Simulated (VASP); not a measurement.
A run of VASP 6.6.1 is set up as follows.

The input POSCAR:

```
BaOsF3
1.0
    4.0750628200      0.0000000000      0.0000000000
    0.0000000000      4.0750628200      0.0000000000
    0.0000000000      0.0000000000      4.0750628200
Os Ba F
1 1 3
Direct
    0.0000000000      0.0000000000      0.0000000000
    0.5000000000      0.5000000000      0.5000000000
    0.5000000000      0.0000000000      0.0000000000
    0.0000000000      0.5000000000      0.0000000000
    0.0000000000      0.0000000000      0.5000000000
```

The input INCAR.step1:

```
PREC = Accurate
ENCUT = 520
ISMEAR = 0
SIGMA = 0.0264
LREAL = F
LASPH = T
NELM = 150
ISPIN = 2
MAGMOM = 0.2 0.2 0.2 0.2 0.2
LMAXMIX = 4
NBANDS = 32
GGA = PE
ALGO = Normal
EDIFF = 1E-4
LWAVE = T
LCHARG = F
```

INCAR.step2

```
PREC = Accurate
ENCUT = 520
EDIFF = 1E-7
ISMEAR = 0
SIGMA = 0.0264
LREAL = F
LASPH = T
NELM = 150
ALGO = Normal
ISIF = 2
LWAVE = F
LCHARG = F
ISPIN = 2
MAGMOM = 0.2 0.2 0.2 0.2 0.2
LORBIT = 11
LMAXMIX = 4
METAGGA = R2SCAN
LMIXTAU = T
NBANDS = 32
ISTART = 1
```

KPOINTS

```
regular mesh
0
Gamma
  5 5 5
```

Potentials or basis: VASP PAW PBE potentials, release 64 (Os, Ba_sv, F).

Run with:

```sh
$ cat potpaw_PBE.64/Os/POTCAR potpaw_PBE.64/Ba_sv/POTCAR potpaw_PBE.64/F/POTCAR > POTCAR
$ cp INCAR.step1 INCAR
$ mpirun -np 1 vasp_std > vasp.out
$ cp INCAR.step2 INCAR
$ mpirun -np 1 vasp_std > vasp.out
```

Q: Estimate the site moments.

A: Os +0.23; Ba -0.02; F -0.00 μB.

Q: Predict the band gap on the k mesh.

A: None (metal or under the smearing width).

Q: What does it give for the net moment?

A: 0.20 μB per cell.

Q: Predict the pressure.

A: 30.4 GPa.

Caveat: a pressure of tens of GPa on the cell as given is suspect, and the run, the potentials or the cell itself is likely at fault; the PAW data sets were made with another functional, which shifts forces and pressure a little. Spin-orbit coupling is left out, which matters for the levels of Ba, Os.
